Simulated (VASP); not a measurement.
# W: energy against strain

W (bcc, Im-3m, 15.514 Å³/atom and stress up to 0.28 GPa in the relaxed cell, cube axes along x, y and z) under a strain ε along a cube axis (axis z), the other axes held. LDA in VASP (plane waves, PAW), 480 eV, 20×20×20 Γ-centred mesh, Methfessel-Paxton smearing 0.10 eV.

Here s stands for strain and y for E less E0.

```
strain (%)  E less E0 (meV/atom)
----------  --------------------
-3.00                          ?
-1.50                       6.32
-1.00                       2.71
-0.50                       0.62
0.00                        0.00
0.50                        0.78
1.00                        2.93
1.50                        6.40
```

The 7 complete rows are fitted with a parabola, y against s. Least squares gives y = -0.006 + 0.0600·s + 2.8286·s². Residuals (row less fit): 0.052, -0.053, -0.051, 0.006, 0.049, 0.047, -0.048; standard error 0.061 (degrees of freedom: 4). Twice the quadratic coefficient over the volume, 2 × 2.8286 meV × 10⁴ × 0.1602 / 15.514 Å³, is the elastic constant C11 = about 580 GPa.

Predict the withheld y at s = -3.00 from the fit, and compare with the calculation.

y = -0.006 + 0.0600 × (-3.0) + 2.8286 × (-3.0)² = 25.271 meV/atom. The calculation gives 26.73 meV/atom, 1.459 meV/atom above the prediction (5.5 % of the range of y in the table). The row lies outside the fitted rows, so this is an extrapolation. From the scatter of the fitted rows alone, a prediction at this place has a standard error of 0.235 meV/atom, so the miss is 6.2 times that.

A polynomial of degree 3 through the 12 other runs of the series gives 26.84 there, so most of the miss is curvature that the fit leaves out. In a metal these values are sensitive to mesh and smearing; energies are taken to zero smearing, stresses follow the free energy. Spin-orbit coupling is left out, which can shift these values for the heavy elements here. Rows are the converged runs of the series near zero and its far end; series whose fitted rows scatter by over a few per cent of the range, as at a crossing or softening among them, aren't shown in this form, nor equations of state whose B0' disagrees with the runs' pressures. Most that stay on the fit to the last digits aren't either.
